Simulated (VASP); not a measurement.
```
AlNi
1.0
    2.83361     0.00000     0.00000
    0.00000     2.83361     0.00000
    0.00000     0.00000     2.83361
Al Ni
1 1
Cartesian
  1.41681   1.41681   1.41681
  0.00000   0.00000   0.00000
```

All values below come from LDA (Ceperley-Alder, Perdew-Zunger), VASP's LDA PAW potentials (set 64) (plane waves; VASP 6.6.1). Settings: 500 eV cut-off, 13×13×13 Γ-centred mesh, first-order Methfessel-Paxton smearing of 0.10 eV, potentials Al Ni.

Predict the energy per atom (σ→0), band gap (on the k-mesh) with the smallest direct gap where there is one.

| Item | Result |
|---|---|
| band gap (on the k-mesh) | none (metal, semimetal or under 0.01 eV) |
| energy per atom (σ→0) | -6.101 eV/atom |

Only differences to runs with the same potentials and settings are physical.

The compound is NiAl in the CsCl type structure. It was relaxed first, which changed the volume by -6 %. The run is not spin-polarised, so no magnetic state was tried. The electron count is odd and the run is not spin-polarised, which forces a metal.
